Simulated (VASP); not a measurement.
Method: LDA (Ceperley-Alder, Perdew-Zunger), VASP's LDA PAW potentials (set 64) (plane waves; VASP).

VASP input:

POSCAR:
```
MoSeS
1
    3.1813944296    -0.0000000000     0.0000000000
   -1.5906972147     2.7551683791     0.0000000000
   -0.0000000000     0.0000000000    20.8758909039
Mo Se S
2 2 2
Direct
  0.3333330000   0.6666670000   0.1532740970
  0.6666670000   0.3333330000   0.4485836734
  0.3333330000   0.6666670000   0.5292238323
  0.3333330000   0.6666670000   0.3677710712
  0.6666670000   0.3333330000   0.0799376384
  0.6666670000   0.3333330000   0.2268096878
```

**KPOINTS**
```
Regular mesh
0
G
  9 9 2
```

**INCAR**
```
ALGO = Normal
EDIFF = 1E-7
ENCUT = 400
ISIF = 2
ISMEAR = -5
LASPH = .True.
LCHARG = .True.
LEFG = .True.
LMAXMIX = 4
LORBIT = 11
LREAL = .False.
LWAVE = .False.
NEDOS = 601
NELM = 100
PREC = Accurate
SYSTEM = MoSeS
```

POTCAR, in this order: Mo_sv Se S (LDA.64 set). Program: vasp_std.

Output

**OUTCAR**
```
 ion  position               nearest neighbor table
   1  0.333  0.667  0.153-   5 2.39   5 2.39   5 2.39   6 2.39   6 2.39   6 2.39
   2  0.667  0.333  0.449-   3 2.49   3 2.49   3 2.49   4 2.49   4 2.49   4 2.49
   3  0.333  0.667  0.529-   2 2.49   2 2.49   2 2.49
   4  0.333  0.667  0.368-   2 2.49   2 2.49   2 2.49
   5  0.667  0.333  0.080-   1 2.39   1 2.39   1 2.39
   6  0.667  0.333  0.227-   1 2.39   1 2.39   1 2.39
  LATTYP: Found a hexagonal cell.
 ALAT       =     3.1813944296
 C/A-ratio  =     6.5618681889
 Subroutine PRICEL returns:
 Original cell was already a primitive cell.
 Subroutine GETGRP returns: Found  6 space group operations
The static configuration has the point symmetry C_3v.
The dynamic configuration has the point symmetry C_3v.
 Subroutine INISYM returns: Found  6 space group operations
 Subroutine IBZKPT returns following result:
 Found     24 irreducible k-points:

 Following reciprocal coordinates:
            Coordinates               Weight
  0.000000  0.000000  0.000000      1.000000
  0.111111  0.000000  0.000000      6.000000
  0.222222 -0.000000  0.000000      6.000000
  0.333333 -0.000000  0.000000      6.000000
  0.444444 -0.000000  0.000000      6.000000
  0.111111  0.111111  0.000000      6.000000
  0.222222  0.111111  0.000000     12.000000
  0.333333  0.111111  0.000000     12.000000
  0.444444  0.111111  0.000000      6.000000
  0.222222  0.222222  0.000000      6.000000
  0.333333  0.222222  0.000000     12.000000
  0.333333  0.333333  0.000000      2.000000
  0.000000  0.000000  0.500000      1.000000
  0.111111  0.000000  0.500000      6.000000
  0.222222 -0.000000  0.500000      6.000000
  0.333333 -0.000000  0.500000      6.000000
  0.444444 -0.000000  0.500000      6.000000
  0.111111  0.111111  0.500000      6.000000
  0.222222  0.111111  0.500000     12.000000
...
```

### OSZICAR
```
       N       E                     dE             d eps       ncg     rms          rms(c)
DAV:   1     0.391451731567E+03    0.39145E+03   -0.25330E+04  1832   0.121E+03
DAV:   2    -0.211073639408E+02   -0.41256E+03   -0.40426E+03  1774   0.338E+02
DAV:   3    -0.485340002643E+02   -0.27427E+02   -0.27200E+02  1900   0.751E+01
DAV:   4    -0.493765826967E+02   -0.84258E+00   -0.83974E+00  1905   0.133E+01
DAV:   5    -0.494033297182E+02   -0.26747E-01   -0.26734E-01  1997   0.222E+00    0.327E+01
DAV:   6    -0.475919993010E+02    0.18113E+01   -0.16948E+01  1685   0.232E+01    0.103E+01
DAV:   7    -0.472707295977E+02    0.32127E+00   -0.84388E+00  1729   0.153E+01    0.827E+00
DAV:   8    -0.469281373215E+02    0.34259E+00   -0.17034E+00  1951   0.734E+00    0.209E+00
DAV:   9    -0.469300497282E+02   -0.19124E-02   -0.12775E-01  1978   0.174E+00    0.103E+00
DAV:  10    -0.469235990551E+02    0.64507E-02   -0.28535E-02  1820   0.103E+00    0.349E-01
DAV:  11    -0.469231554469E+02    0.44361E-03   -0.78801E-03  1977   0.441E-01    0.171E-01
DAV:  12    -0.469228450979E+02    0.31035E-03   -0.77545E-04  1924   0.152E-01    0.708E-02
DAV:  13    -0.469228365813E+02    0.85166E-05   -0.20321E-04  1890   0.718E-02    0.264E-02
DAV:  14    -0.469228817150E+02   -0.45134E-04   -0.15120E-04  1782   0.505E-02    0.213E-02
DAV:  15    -0.469229977179E+02   -0.11600E-03   -0.52190E-05  1789   0.298E-02    0.132E-02
DAV:  16    -0.469231766196E+02   -0.17890E-03   -0.46118E-05  1747   0.246E-02    0.117E-02
DAV:  17    -0.469232969098E+02   -0.12029E-03   -0.71531E-06  1618   0.984E-03    0.606E-03
DAV:  18    -0.469233949163E+02   -0.98007E-04   -0.43496E-06  1550   0.641E-03    0.243E-03
DAV:  19    -0.469234334025E+02   -0.38486E-04   -0.16078E-06  1590   0.466E-03    0.264E-03
DAV:  20    -0.469234517075E+02   -0.18305E-04   -0.75794E-07  1410   0.293E-03    0.942E-04
DAV:  21    -0.469234563027E+02   -0.45951E-05   -0.18687E-07  1340   0.132E-03    0.493E-04
DAV:  22    -0.469234571264E+02   -0.82368E-06   -0.48236E-08  1188   0.858E-04    0.310E-04
DAV:  23    -0.469234574355E+02   -0.30920E-06   -0.17207E-08  1172   0.453E-04    0.117E-04
DAV:  24    -0.469234575219E+02   -0.86377E-07   -0.71918E-09  1101   0.243E-04
   1 F= -.46923458E+02 E0= -.46923458E+02  d E =0.000000E+00
```

File OUTCAR:
```
------------------------ aborting loop because EDIFF is reached ----------------------------------------
  FORCE on cell =-STRESS in cart. coord.  units (eV):
  Direction    XX          YY          ZZ          XY          YZ          ZX
  --------------------------------------------------------------------------------------
  Total        0.0252378      0.0252378     -0.0171946      0.0000000      0.0000000      0.0000000
  in kB        0.2209792      0.2209792     -0.1505536      0.0000000      0.0000000      0.0000000
  external PRESSURE =       0.0971349 kB  Pullay stress =       0.0000000 kB
  volume of cell :      182.98
      direct lattice vectors                 reciprocal lattice vectors
     3.181394430  0.000000000  0.000000000     0.314327576  0.181477112  0.000000000
    -1.590697215  2.755168379  0.000000000     0.000000000  0.362954224  0.000000000
     0.000000000  0.000000000 20.875890904     0.000000000  0.000000000  0.047902147
 POSITION                                       TOTAL-FORCE (eV/Angst)
 -----------------------------------------------------------------------------------
     -0.00000      1.83678      3.19973         0.000000      0.000000     -0.007482
      1.59070      0.91839      9.36458         0.000000     -0.000000      0.005345
     -0.00000      1.83678     11.04802        -0.000000      0.000000      0.008892
     -0.00000      1.83678      7.67755         0.000000     -0.000000      0.006463
      1.59070      0.91839      1.66877        -0.000000     -0.000000     -0.019366
      1.59070      0.91839      4.73485        -0.000000      0.000000      0.006148
 -----------------------------------------------------------------------------------
    total drift:                               -0.000531      0.000307     -0.000107
  FREE ENERGIE OF THE ION-ELECTRON SYSTEM (eV)
  ---------------------------------------------------
  free  energy   TOTEN  =       -46.9234575219 eV

  energy  without entropy=      -46.9234575219  energy(sigma->0) =      -46.92345752

 total charge

# of ion       s       p       d       tot
------------------------------------------
    1        2.299   6.227   3.994  12.520
    2        2.290   6.210   4.050  12.550
    3        1.483   2.355   0.072   3.910
    4        1.485   2.348   0.074   3.907
    5        1.361   2.338   0.000   3.698
    6        1.362   2.333   0.000   3.695
--------------------------------------------------
tot         10.280  21.811   8.189  40.280

 Electric field gradients after diagonalization (V/A^2)
 (convention: |V_zz| > |V_xx| > |V_yy|)
----------------------------------------------------------------------
 ion       V_xx      V_yy      V_zz     asymmetry (V_yy - V_xx)/ V_zz
----------------------------------------------------------------------
   1      44.910    44.908   -89.817       0.000
   2      30.394    30.393   -60.787       0.000
   3      51.242    51.241  -102.483       0.000
   4      43.882    43.881   -87.762       0.000
   5      31.643    31.642   -63.286       0.000
   6      27.460    27.459   -54.919       0.000
```
(Selected blocks of OUTCAR.)

The cell holds a wide vacuum, so values per volume refer to the whole cell.

The cell is a sheet with vacuum, built from a database entry that may be metastable or hypothetical.
